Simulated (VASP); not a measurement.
# BeZn2Se3 (Cmc2_1) in VASP: single point with r2SCAN

Aim: the single point of BeZn2Se3 with r2SCAN.

Program: VASP 6.6.1. These are calculated values, not measurements. Logs are shortened: lines on timing, memory, paths and dates and some standing lists are left out, and cuts for length are marked.

**1. Starting point**

It takes space group Cmc2_1 (No. 36, orthorhombic). Conventional cell: a = 11.747 Å, b = 6.785 Å, c = 6.427 Å, α = 90.00°, β = 90.00°, γ = 90.00°. Around Be (site symmetry m) lie 4 Se at 2.25 to 2.28 Å. Zn (site symmetry 1) has 4 Se at 2.48 Å as nearest neighbours. Se (site symmetry 1) is surrounded by 1 Be at 2.25 Å and 3 Zn at 2.48 Å. Se (site symmetry m) is surrounded by 2 Be at 2.25 to 2.28 Å and 2 Zn at 2.48 Å.

The cell was built by a generator and needn't be a form met in nature.

**2. Single point, r2SCAN**

Contents of INCAR:

```
SYSTEM = BeZn2Se3
ALGO = Normal ; EDIFF = 1E-6
ENCUT = 520 ; ISIF = 2
ISMEAR = 0 ; KPAR = 4
LASPH = .TRUE. ; LCHARG = .FALSE.
LMIXTAU = .TRUE. ; LREAL = .FALSE.
LWAVE = .FALSE. ; METAGGA = R2SCAN
NBANDS = 56 ; NELM = 150
PREC = Accurate ; SIGMA = 0.03
```

Contents of KPOINTS:

```
k-points
0
G
  4 4 4
  0 0 0
```

Contents of POSCAR:

```
BeZn2Se3
1.0
    5.8733800000     -3.3922900000      0.0000000000
    5.8733800000      3.3922900000      0.0000000000
    0.0000000000      0.0000000000      6.4265200000
Be Zn Se
2 4 6
Direct
    0.8416970000      0.1583030000      0.0002020000
    0.1583030000      0.8416970000      0.5002020000
    0.4934170000      0.8318020000      0.0034300000
    0.1681980000      0.5065830000      0.0034300000
    0.5065830000      0.1681980000      0.5034300000
    0.8318020000      0.4934170000      0.5034300000
    0.5243990000      0.1649870000      0.8888030000
    0.8350130000      0.4756010000      0.8888030000
    0.1439430000      0.8560570000      0.8550930000
    0.1649870000      0.5243990000      0.3888030000
    0.4756010000      0.8350130000      0.3888030000
    0.8560570000      0.1439430000      0.3550930000
```

Potentials or basis: VASP PAW PBE potentials, release 64 (Be, Zn, Se).

Run with:

```console
$ cat potpaw_PBE.64/Be/POTCAR potpaw_PBE.64/Zn/POTCAR potpaw_PBE.64/Se/POTCAR > POTCAR
$ mpirun -np 4 vasp_std > vasp.out
```

OUTCAR:

```text
SYSTEM = BeZn2Se3
   EDIFF = 1E-6
   ENCUT = 520
   ISIF = 2
   ISMEAR = 0
   LASPH = .TRUE.
   LREAL = .FALSE.
   METAGGA = R2SCAN
   NELM = 150
   PREC = Accurate

 ion  position               nearest neighbor table
   1  0.842  0.158  0.000-   7 2.25   8 2.25   9 2.25  12 2.28
   2  0.158  0.842  0.500-  10 2.25  11 2.25  12 2.25   9 2.28
   3  0.493  0.832  0.003-  11 2.48   8 2.48   9 2.48   7 2.48
   4  0.168  0.507  0.003-  10 2.48   7 2.48   9 2.48   8 2.48
   5  0.507  0.168  0.503-   7 2.48  10 2.48  12 2.48  11 2.48
   6  0.832  0.493  0.503-   8 2.48  11 2.48  12 2.48  10 2.48
   7  0.524  0.165  0.889-   1 2.25   5 2.48   4 2.48   3 2.48
   8  0.835  0.476  0.889-   1 2.25   6 2.48   3 2.48   4 2.48
   9  0.144  0.856  0.855-   1 2.25   2 2.28   3 2.48   4 2.48
  10  0.165  0.524  0.389-   2 2.25   4 2.48   5 2.48   6 2.48
  11  0.476  0.835  0.389-   2 2.25   3 2.48   6 2.48   5 2.48
  12  0.856  0.144  0.355-   2 2.25   1 2.28   5 2.48   6 2.48

  LATTYP: Found a base centered orthorhombic cell.
 ALAT       =     6.7845800000
 B/A-ratio  =     1.7313908893
 C/A-ratio  =     0.9472244413

  Lattice vectors:

 A1 = (  -5.8733800000,  -3.3922900000,   0.0000000000)
 A2 = (   5.8733800000,  -3.3922900000,   0.0000000000)
 A3 = (   0.0000000000,   0.0000000000,   6.4265200000)

Analysis of symmetry for initial positions (statically):
=====================================================================
 Subroutine PRICEL returns:
 Original cell was already a primitive cell.

 Routine SETGRP: Setting up the symmetry group for a
 base centered orthorhombic supercell.

 Subroutine GETGRP returns: Found  4 space group operations
 (whereof  2 operations were pure point group operations)
 out of a pool of  8 trial point group operations.

The static configuration has the point symmetry C_1h.
 The point group associated with its full space group is C_2v.

Analysis of symmetry for dynamics (positions and initial velocities):
=====================================================================
 Subroutine PRICEL returns:
 Original cell was already a primitive cell.

 Routine SETGRP: Setting up the symmetry group for a
 base centered orthorhombic supercell.

 Subroutine GETGRP returns: Found  4 space group operations
 (whereof  2 operations were pure point group operations)
 out of a pool of  8 trial point group operations.

The dynamic configuration has the point symmetry C_1h.
 The point group associated with its full space group is C_2v.

 Subroutine INISYM returns: Found  4 space group operations
 (whereof  2 operations are pure point group operations),
 and found     1 'primitive' translations

----------------------------------------------------------------------------------------

                                     Primitive cell

  volume of cell :     256.0866

  direct lattice vectors                    reciprocal lattice vectors
     5.873380000 -3.392290000  0.000000000     0.085129857 -0.147393059  0.000000000
     5.873380000  3.392290000  0.000000000     0.085129857  0.147393059  0.000000000
     0.000000000  0.000000000  6.426520000     0.000000000  0.000000000  0.155605211

  length of vectors
     6.782641378  6.782641378  6.426520000     0.170211064  0.170211064  0.155605211

  position of ions in fractional coordinates (direct lattice)
     0.841697000  0.158303000  0.000202000
     0.158303000  0.841697000  0.500202000
     0.493417000  0.831802000  0.003430000
     0.168198000  0.506583000  0.003430000
     0.506583000  0.168198000  0.503430000
     0.831802000  0.493417000  0.503430000
     0.524399000  0.164987000  0.888803000
     0.835013000  0.475601000  0.888803000
     0.143943000  0.856057000  0.855093000
     0.164987000  0.524399000  0.388803000
     0.475601000  0.835013000  0.388803000
     0.856057000  0.143943000  0.355093000

  ion indices of the primitive-cell ions
   primitive index   ion index
                 1           1
                 2           2
                 3           3
                 4           4
                 5           5
                 6           6
                 7           7
                 8           8
                 9           9
                10          10
                11          11
                12          12

----------------------------------------------------------------------------------------

 KPOINTS: k-points

Automatic generation of k-mesh.
 Grid dimensions read from file:
 generate k-points for:    4    4    4

 Generating k-lattice:

  Cartesian coordinates                     Fractional coordinates (reciprocal lattice)
     0.021282464 -0.036848265  0.000000000     0.250000000 -0.000000000  0.000000000
     0.021282464  0.036848265  0.000000000    -0.000000000  0.250000000  0.000000000
     0.000000000  0.000000000  0.038901303     0.000000000  0.000000000  0.250000000

  Length of vectors
     0.042552766  0.042552766  0.038901303

  Shift w.r.t. Gamma in fractional coordinates (k-lattice)
     0.000000000  0.000000000  0.000000000

 Subroutine IBZKPT returns following result:
 ===========================================

 Found     21 irreducible k-points:

 Following reciprocal coordinates:
            Coordinates               Weight
  0.000000  0.000000  0.000000      1.000000
  0.250000 -0.000000  0.000000      4.000000
  0.500000 -0.000000  0.000000      2.000000
  0.250000  0.250000  0.000000      2.000000
  0.500000  0.250000  0.000000      4.000000
 -0.250000  0.250000  0.000000      2.000000
[... 13 lines left out ...]
 -0.250000  0.250000  0.500000      2.000000
  0.500000  0.500000  0.500000      1.000000
   k-points           NKPTS =     21   k-points in BZ     NKDIM =     21   number of bands    NBANDS=     56
   number of dos      NEDOS =    301   number of ions     NIONS =     12
   total plane-waves  NPLWV = 120000
   dimension x,y,z NGX =    50 NGY =   50 NGZ =   48
   dimension x,y,z NGXF=   100 NGYF=  100 NGZF=   96
   ions per type =               2   4   6
   NGX,Y,Z   is equivalent  to a cutoff of  12.26, 12.26, 12.42 a.u.
   NGXF,Y,Z  is equivalent  to a cutoff of  24.51, 24.51, 24.83 a.u.
 SYSTEM =  BeZn2Se3
   PREC   = accura    normal or accurate (medium, high low for compatibility)
   ISTART =      0    job   : 0-new  1-cont  2-samecut
   ICHARG =      2    charge: 1-file 2-atom 10-const
   ISPIN  =      1    spin polarized calculation?
   LNONCOLLINEAR =      F non collinear calculations
   LSORBIT =      F    spin-orbit coupling
   LASPH  =      T    aspherical Exc in radial PAW
   ENCUT  =  520.0 eV  38.22 Ry    6.18 a.u.  12.61 12.61 11.95*2*pi/ulx,y,z
   NELM   =    150;   NELMIN=  2; NELMDL= -5     # of ELM steps
   EDIFF  = 0.1E-05   stopping-criterion for ELM
   LREAL  =      F    real-space projection
   EDIFFG = 0.1E-04   stopping-criterion for IOM
   NSW    =      0    number of steps for IOM
   IBRION =     -1    ionic relax: 0-MD 1-quasi-New 2-CG
   NFREE  =      0    steps in history (QN), initial steepest desc. (CG)
   ISIF   =      2    stress and relaxation
   ISYM   =      2    0-nonsym 1-usesym 2-fastsym
   POTIM  = 0.5000    time-step for ionic-motion
   TEBEG  =    0.0;   TEEND  =   0.0 temperature during run
   PSTRESS=    0.0 pullay stress
   NELECT =      88.0000    total number of electrons
   NUPDOWN=      -1.0000    fix difference up-down
   EMIN   =  10.00;   EMAX   =-10.00  energy-range for DOS
   EFERMI =   0.00;   METHOD = LEGACY
   ISMEAR =     0;   SIGMA  =   0.03  broadening in eV -4-tet -1-fermi 0-gaus
   EFERMI_NEDOS =   21; number of points for ismear=-14 and -15
   IALGO  =     38    algorithm
   IMIX   =      4    mixing-type and parameters
     AMIX     =   0.40;   BMIX     =  1.00
     AMIX_MAG =   1.60;   BMIX_MAG =  1.00
  volume/ion in A,a.u.               =      21.34       144.01
  Fermi-wavevector in a.u.,A,eV,Ry     =   1.146674  2.166900 17.889783  1.314862
  Thomas-Fermi vector in A             =   2.283358
   LORBIT       =      0    0 simple, 1 ext, 2 COOP (PROOUT), +10 PAW based schemes
   METAGGA = R2SCAN    functional components
   LHFCALC =     F    Hartree Fock is set to
   AEXX    =    0.0000 exact exchange contribution
   IVDW    =     0    specifies the selected vdW correction
   LEPSILON=     F    determine dielectric tensor
   LRPA    =     F    only Hartree local field effects (RPA)
 non-spin polarized calculation
 Gauss-broadening in eV      SIGMA  =   0.03
  energy-cutoff  :      520.00
  volume of cell :      256.09
 maximum number of plane-waves:      6928
   NGX = 25   NGY = 25   NGZ = 23

 number of electron      87.9999954 magnetization

 Free energy of the ion-electron system (eV)
  ---------------------------------------------------
  ext. energy  EPLUGINS =         0.00000000
  ---------------------------------------------------
  free energy    TOTEN  =      -140.51285309 eV

  energy without entropy =     -140.51285309  energy(sigma->0) =     -140.51285309

 E-fermi :   1.7325     XC(G=0):  -9.8024

 val. band max:        1.6073607231   @ k =   0.0000   0.0000   0.0000
 cond. band min:       4.1691916421   @ k =   0.0000   0.0000   0.0000
 fundamental gap:      2.5618309190
 Fermi energy:         1.7325305344

 k-point     1 :       0.0000    0.0000    0.0000
  band No.  band energies     occupation
      1     -12.1401      2.00000
      2     -11.2136      2.00000
      3     -10.9408      2.00000
      4     -10.9300      2.00000
      5     -10.9289      2.00000
      6     -10.9283      2.00000
[... 1228 lines left out ...]
     55       7.7318      0.00000
     56       7.7318      0.00000

------------------------ aborting loop because EDIFF is reached ----------------------------------------

  FORCE on cell =-STRESS in cart. coord.  units (eV):
  Direction    XX          YY          ZZ          XY          YZ          ZX
  --------------------------------------------------------------------------------------
  -------------------------------------------------------------------------------------
  Total       -2.9909308     -2.9596347     -2.8827569      0.0000000      0.0000000      0.0000000
  in kB      -18.7124224    -18.5166221    -18.0356448      0.0000000      0.0000000      0.0000000
  external PRESSURE =     -18.4215631 kB  Pullay stress =       0.0000000 kB

 VOLUME and BASIS-vectors are now :
 -----------------------------------------------------------------------------
  energy-cutoff  :      520.00
  volume of cell :      256.09
      direct lattice vectors                 reciprocal lattice vectors
     5.873380000 -3.392290000  0.000000000     0.085129857 -0.147393059  0.000000000
     5.873380000  3.392290000  0.000000000     0.085129857  0.147393059  0.000000000
     0.000000000  0.000000000  6.426520000     0.000000000  0.000000000  0.155605211

 POSITION                                       TOTAL-FORCE (eV/Angst)
 -----------------------------------------------------------------------------------
      5.87338     -2.31827      0.00130         0.000000      0.004762     -0.001850
      5.87338      2.31827      3.21456         0.000000     -0.004762     -0.001850
      7.78351      1.14790      0.02204         0.001048      0.001260      0.011388
      3.96325      1.14790      0.02204        -0.001048      0.001260      0.011388
      3.96325     -1.14790      3.23530        -0.001048     -0.001260      0.011388
      7.78351     -1.14790      3.23530         0.001048     -0.001260      0.011388
      4.04903     -1.21923      5.71191        -0.124203      0.081151     -0.060648
      7.69773     -1.21923      5.71191         0.124203      0.081151     -0.060648
      5.87338      2.41570      5.49527         0.000000     -0.130563      0.100369
      4.04903      1.21923      2.49865        -0.124203     -0.081151     -0.060648
      7.69773      1.21923      2.49865         0.124203     -0.081151     -0.060648
      5.87338     -2.41570      2.28201         0.000000      0.130563      0.100369
 -----------------------------------------------------------------------------------
    total drift:                               -0.000000      0.000000      0.049339

  FREE ENERGIE OF THE ION-ELECTRON SYSTEM (eV)
  ---------------------------------------------------
  free  energy   TOTEN  =      -140.5128530909 eV

  energy  without entropy=     -140.5128530909  energy(sigma->0) =     -140.51285309
```

Wall time 3.4 min (4 MPI ranks of Intel Xeon 6975P-C (Granite Rapids), shared host); peak memory 0.53 GiB.

What came out:

* Free energy: -140.5129 eV
* Pressure: -1.8 GPa
* Largest force: 0.165 eV/Å
* Band gap on the k mesh: 2.56 eV, direct

Forces on the atoms (eV/Å):
```
Be   0.000  0.005 -0.002
Be   0.000 -0.005 -0.002
Zn   0.001  0.001  0.011
Zn  -0.001  0.001  0.011
Zn  -0.001 -0.001  0.011
Zn   0.001 -0.001  0.011
Se  -0.124  0.081 -0.061
Se   0.124  0.081 -0.061
Se   0.000 -0.131  0.100
Se  -0.124 -0.081 -0.061
Se   0.124 -0.081 -0.061
Se   0.000  0.131  0.100
```

Levels at points of the mesh, in eV from the valence-band top:
```
           k point  band 40  band 41  band 42  band 43  band 44  band 45  band 46  band 47  band 48  band 49
(0.00, 0.00, 0.00)    -0.90    -0.87    -0.12    -0.02     0.00     2.56     3.08     4.17     4.18     5.77
(0.50, 0.00, 0.00)    -1.02    -0.95    -0.90    -0.83    -0.73     3.38     4.01     4.60     4.73     5.19
(0.50, 0.50, 0.00)    -1.26    -0.91    -0.90    -0.78    -0.66     3.32     3.98     4.59     4.97     5.14
(0.00, 0.00, 0.50)    -1.08    -0.50    -0.50    -0.47    -0.47     3.52     3.52     4.48     4.48     4.75
(0.50, 0.00, 0.50)    -1.57    -1.36    -1.36    -1.27    -1.27     3.43     3.43     4.63     4.63     4.95
(0.50, 0.50, 0.50)    -1.57    -1.41    -1.41    -1.20    -1.20     3.53     3.53     4.59     4.59     4.96
```

Caveat: the PAW data sets were made with another functional, which shifts forces and pressure a little.
